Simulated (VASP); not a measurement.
Consider the following.

```xyz
4
Lattice="1.2337 -2.1368 0.0000 1.2337 2.1368 0.0000 0.0000 0.0000 7.9271" Properties=species:S:1:pos:R:3 pbc="T T T"
C      1.2337    -2.1368     1.9818
C      1.2337     2.1368     5.9454
C      1.2337     0.7123     1.9818
C      1.2337    -0.7123     5.9454
```

Calculation: PBE GGA, VASP's PBE PAW potentials (set 64) (plane waves; VASP 6.6.1). Run with 520 eV cut-off, 11×11×3 Γ-centred mesh, tetrahedra with Blöchl corrections, potentials C.

The cores are frozen, which limits the accuracy of field gradients. Without a dispersion term in the relaxation, distances and binding between the weakly bound layers, chains or molecules are unreliable, and so is what depends on them.

Question: Give the principal components of the electric field gradient (V/Å²) and the asymmetry η at each nucleus.

Answer: 
```
atom    Vxx    Vyy   Vzz     η
----  -----  -----  ----  ----
C1    -15.3  -15.3  30.6  0.00
C2    -15.3  -15.3  30.6  0.00
C3    -15.2  -15.2  30.4  0.00
C4    -15.2  -15.2  30.4  0.00
```

The compound is C in the graphite structure. It was relaxed first, which changed the volume by +19 %.
